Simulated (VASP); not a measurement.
Given:

```yaml
crystal:
  lattice:
    - [0.00000, 2.35495, 2.35495]
    - [2.35495, 0.00000, 2.35495]
    - [2.35495, 2.35495, 0.00000]
  atoms:
    - { symbol: K, position: [0.00000, 0.00000, 0.00000] }
    - { symbol: F, position: [0.50000, 0.50000, 0.50000] }
```

These are PBEsol GGA, VASP's PBE PAW potentials (set 64) (plane waves; VASP 6.6.1) values and carry that method's errors. Numerical set-up: 620 eV cut-off, 10×10×10 Γ-centred mesh, Gaussian smearing of 0.050 eV, potentials K_sv F.

Problem. Predict the energy per atom (σ→0), pressure, band gap (on the k-mesh) with the smallest direct gap where there is one.

Solution. 
- band gap (on the k-mesh) = 7.70 eV
- smallest direct gap (on the k-mesh) = 7.70 eV
- energy per atom (σ→0) = -3.883 eV/atom
- pressure = 29.94 GPa

Total energies compare only between runs with the same potentials, cut-off and functional.

The compound is KF in the rock salt structure. It was relaxed first under an external pressure of 30 GPa.
